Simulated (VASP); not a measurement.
Computed with LDA (Ceperley-Alder, Perdew-Zunger), VASP's LDA PAW potentials (set 64) (plane waves; VASP).

VASP ran on this input.

**POSCAR**
```
C
1
    1.2245294726    -2.1189122068     0.0000000000
    1.2245294726     2.1189122068     0.0000000000
    0.0000000000     0.0000000000     6.6091341069
C
4
Direct
  0.5832855360   0.4167144640   0.7547846921
  0.4167144640   0.5832855360   0.2452153079
  0.9167144640   0.0832855360   0.7547846921
  0.0832855360   0.9167144640   0.2452153079
```

### INCAR
```
# general
SYSTEM = C
PREC   = Accurate
ENCUT  = 650
LREAL  = .FALSE.
LASPH  = .TRUE.

# electronic loop
EDIFF  = 1E-7
NELM   = 100
ALGO   = Normal

# smearing
ISMEAR = 0
SIGMA  = 0.05

# ions
IBRION = 6
NSW    = 1
ISIF   = 3
POTIM  = 0.015
NFREE  = 2

# output
LWAVE  = .FALSE.
LCHARG = .FALSE.
```

**KPOINTS**
```
Automatic mesh
0
Gamma
9 9 3
0 0 0
```

POTCAR, in this order: C (LDA.64 set). Program: vasp_std.

Q: What will the output report for the number of irreducible k-points (NKPTS), number of bands (NBANDS), largest plane-wave count, number of space-group operations, FFT grid (NGX, NGY, NGZ)?

A: 
```json
{
  "number of irreducible k-points (NKPTS)": "50",
  "number of bands (NBANDS)": "12",
  "largest_plane_wave_count": "1305",
  "number_of_space_group_operations": "8",
  "FFT grid (NGX, NGY, NGZ)": "20 × 20 × 56"
}
```

The structure comes from a computed database's C entry (Cmme); how it stands against other phases isn't given here. It was relaxed first, which changed the volume by -6 %.
